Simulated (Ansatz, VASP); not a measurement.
**TeAu in VASP and in Ansatz**

```xyz
2
Lattice="0.0000 3.1364 3.1364 3.1364 0.0000 3.1364 3.1364 3.1364 0.0000" Properties=species:S:1:pos:R:3 pbc="T T T"
Te    0.0000    0.0000    0.0000
Au    4.7046    4.7046    4.7046
```

Change from the starting cell: species swapped into the GaAs type (F-43m, No. 216).

Alike in both runs: functional PBE; k mesh 16 × 16 × 16; occupations gaussian, width 0.1 eV; no spin polarisation.

Ansatz relaxed the structure, and its values are those at the end. VASP's run is a single point on that final structure, the one shown.

|  | VASP | Ansatz |
| --- | --- | --- |
| version | VASP 6.6.1 | Ansatz 0.2.0 |
| potentials or method | VASP PAW PBE potentials, release 64 (Te, Au) | scalar-relativistic, plane waves, PAW |
| plane-wave cutoff (eV) | 520 | 420 |
| valence electrons in the cell | 17 | 35 |

```csv
,VASP,Ansatz,Ansatz less VASP
gap on the k mesh at the Fermi level (eV),none,none,-
pressure (GPa),-0.2,0.0,+0.18
```

A gap of «none» marks a metal or a gap that the smearing closes. With one functional, cell and mesh, what is left measures potentials, basis and numerics. The two sets of potentials don't hold the same shells in valence.

Spin-orbit coupling is left out, which matters for the levels of Au, Te.
